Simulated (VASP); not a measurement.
Consider the following.

```
Pd
1.0
    0.00000     1.94500     1.94500
    1.94500     0.00000     1.94500
    1.94500     1.94500     0.00000
Pd
1
Cartesian
  0.00000   0.00000   0.00000
```

Calculation: PBEsol GGA, VASP's PBE PAW potentials (set 64) (plane waves; VASP). Run with 480 eV cut-off, 14×14×14 Γ-centred mesh, first-order Methfessel-Paxton smearing of 0.10 eV, potentials Pd.

Q: The ions, cell shape and volume are relaxed. Which structure does the run end with?

A: 
```
Pd
1.0
    0.00000     1.93721     1.93721
    1.93721     0.00000     1.93721
    1.93721     1.93721     0.00000
Pd
1
Direct
  0.00000   0.00000   0.00000
```
Space group Fm-3m (225), at a tolerance of 0.03 Å.

Q: How do energy and volume change from the first to the last step?

A: The energy (σ→0) changes by -1.3 meV/atom and the volume by -1.2 %, in 3 ionic steps.

```tsv
step	E(σ→0) (eV)	max force (eV/Å)	pressure (GPa)	volume (Å³)
1	-5.9468	0.000	-2.37	14.72
2	-5.9445	0.000	4.18	14.26
3	-5.9481	0.000	0.00	14.54
```

The compound is Pd in the fcc structure. This run relaxes it. Symmetry was kept, so distortions that lower it aren't found.
